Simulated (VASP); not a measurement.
GeB2C2: single point with r2SCAN

GeB2C2:

```
Ge B C
1.0
     2.75009    0.00000    0.00000
    -1.37505    2.38165    0.00000
     0.00000    0.00000    8.01424
Ge B C
1 2 2
Cartesian
  2.7501 0.0000 0.0000
  1.3750 0.7939 5.6861
  0.0000 1.5878 2.3281
  0.0000 1.5878 5.7185
  1.3750 0.7939 2.2958
```

The cell was built by a generator and needn't be a form met in nature.

```yaml
Program: VASP 6.6.1
Task: single point
Functional: r2SCAN
Potentials_or_basis: VASP PAW PBE potentials, release 64 (Ge_d, B, C)
Cutoff: 520 eV
k_mesh: 12 × 12 × 4
Occupations: gaussian, width 0.1 eV
Spin: no spin polarisation
```

The pressure is -1.9 GPa, the largest force is 0.097 eV/Å and the band gap on the k mesh is none (metal or under the smearing width).

Forces in eV/Å, atoms in the order of the input:
```
Ge   0.000  0.000  0.000
B    0.000  0.000 -0.097
B    0.000  0.000  0.097
C    0.000  0.000  0.004
C    0.000  0.000 -0.004
```

Stress tensor (GPa, compression positive):
```
-2.91  0.00  0.00
 0.00 -2.91  0.00
 0.00  0.00  0.09
```

Levels at points of the mesh, in eV from the Fermi level:
| k point | band 10 | band 11 | band 12 | band 13 | band 14 | band 15 | band 16 | band 17 | band 18 | band 19 |
| --- | --- | --- | --- | --- | --- | --- | --- | --- | --- | --- |
| (0.00, 0.00, 0.00) | -3.53 | 0.18 | 0.18 | 0.22 | 0.22 | 3.87 | 8.82 | 9.36 | 9.36 | 10.13 |
| (0.50, 0.00, 0.00) | -5.61 | -5.31 | -2.71 | -2.59 | -0.12 | 0.66 | 1.90 | 4.26 | 6.21 | 7.31 |
| (0.00, 0.00, 0.50) | -2.06 | 0.18 | 0.18 | 0.22 | 0.22 | 2.36 | 9.41 | 9.41 | 10.03 | 10.03 |
| (0.50, 0.00, 0.50) | -5.49 | -5.14 | -2.65 | -2.65 | -0.97 | 0.58 | 2.53 | 5.41 | 6.23 | 6.69 |

Wall time 2.3 min on 4 MPI ranks on AMD EPYC 7R43 64-Core Processor (Zen 3), with other jobs on the host, peak memory 0.19 GiB a rank.

Caveat: the PAW data sets were made with another functional, which shifts forces and pressure a little.
